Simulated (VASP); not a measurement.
An input for Ansatz (written as the equivalent of a VASP run, and not itself run):

Ansatz 0.2 input:
```yaml
crystal:
  lattice:
    - [6.0253261, 0.0000000, 0.0000000]
    - [0.0000000, 6.0253261, 0.0000000]
    - [0.0000000, 0.0000000, 6.0253261]
  atoms:
    - { symbol: Cs, position: [0.0000000, 0.0000000, 0.0000000] }
    - { symbol: Sn, position: [0.5000000, 0.5000000, 0.5000000] }
    - { symbol: I, position: [0.5000000, 0.0000000, 0.5000000] }
    - { symbol: I, position: [0.0000000, 0.5000000, 0.5000000] }
    - { symbol: I, position: [0.5000000, 0.5000000, 0.0000000] }
kpoints:
  mp_grid: { grid: [4, 4, 4] }
hamiltonian:
  xc: lda
  pseudopotentials: { kind: paw }
scf:
  occupations: { method: gaussian, width: 0.05 }
  max_iter: 100
relax:
  max_steps: 40
  f_tol: 0.02
  cell: { p_target: 5 }
output: { forces: true, stress: true, eigenvalues: true }
```

**Question.** Write the VASP files for the same calculation (LDA).

**Answer.** One answer among several that fit: 
**KPOINTS**
```
Automatic mesh
0
G
 4 4 4
0 0 0
```

INCAR:
```
! general
SYSTEM  = CsSnI3
PREC    = Accurate
ENCUT   = 500
LREAL   = .FALSE.
LASPH   = .TRUE.

! electronic loop
EDIFF   = 1E-6
NELM    = 100
ALGO    = Normal
LMAXMIX = 4

! smearing
ISMEAR  = 0
SIGMA   = 0.05

! ions
IBRION  = 2
NSW     = 40
ISIF    = 3
EDIFFG  = -0.02
PSTRESS = 50

! output
LWAVE   = .FALSE.
LCHARG  = .FALSE.
```

POSCAR:
```
CsSnI3
1
    6.0253260665    -0.0000000000    -0.0000000000
   -0.0000000000     6.0253260665    -0.0000000000
    0.0000000000    -0.0000000000     6.0253260665
Cs Sn I
1 1 3
Direct
  0.0000000000   0.0000000000   0.0000000000
  0.5000000000   0.5000000000   0.5000000000
  0.5000000000   0.0000000000   0.5000000000
  0.0000000000   0.5000000000   0.5000000000
  0.5000000000   0.5000000000   0.0000000000
```

POTCAR, in this order: Cs_sv Sn_d I (LDA.64 set). Program: vasp_std.

Limits of the translation: each code has its own PAW files, so the cut-off isn't converted (ENCUT is set for VASP's; basis.ecutwfc is left out, and Ansatz then takes the one that its files recommend); Ansatz stops its SCF on the density residual and VASP on the energy change (EDIFF); Ansatz's lda is the Perdew-Wang form, while the LDA potentials of VASP carry Perdew-Zunger's.

The compound is CsSnI3 in the cubic perovskite structure, the ideal cubic form; the compound distorts at low or room temperature. This run relaxes it under an external pressure of 5 GPa. Symmetry was kept, so distortions that lower it aren't found.
